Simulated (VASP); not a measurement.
Data:

```
CELL_PARAMETERS angstrom
      2.74315     0.00000     0.00000
     -1.37157     2.37564     0.00000
      0.00000     0.00000     4.40545
ATOMIC_POSITIONS crystal
  Tc 0.33333 0.66667 0.25000
  Tc 0.66667 0.33333 0.75000
```

The numbers are results of PBE GGA, VASP's PBE PAW potentials (set 64) (plane waves; VASP), not measurements. Numerical set-up: 300 eV cut-off, 11×11×6 Γ-centred mesh, Fermi-Dirac smearing of 0.14 eV, potentials Tc_pv.

Problem. What does the run give for the energy per atom (σ→0), band gap (on the k-mesh) with the smallest direct gap where there is one?

Solution. 
```
Item                                                        Result
------------------------  ----------------------------------------
band gap (on the k-mesh)  none (metal, semimetal or under 0.01 eV)
energy per atom (σ→0)                              -10.356 eV/atom
```

Only differences to runs with the same potentials and settings are physical.

The structure comes from a computed database's Tc entry; how it stands against other phases isn't given here. The cell was not relaxed at this level.
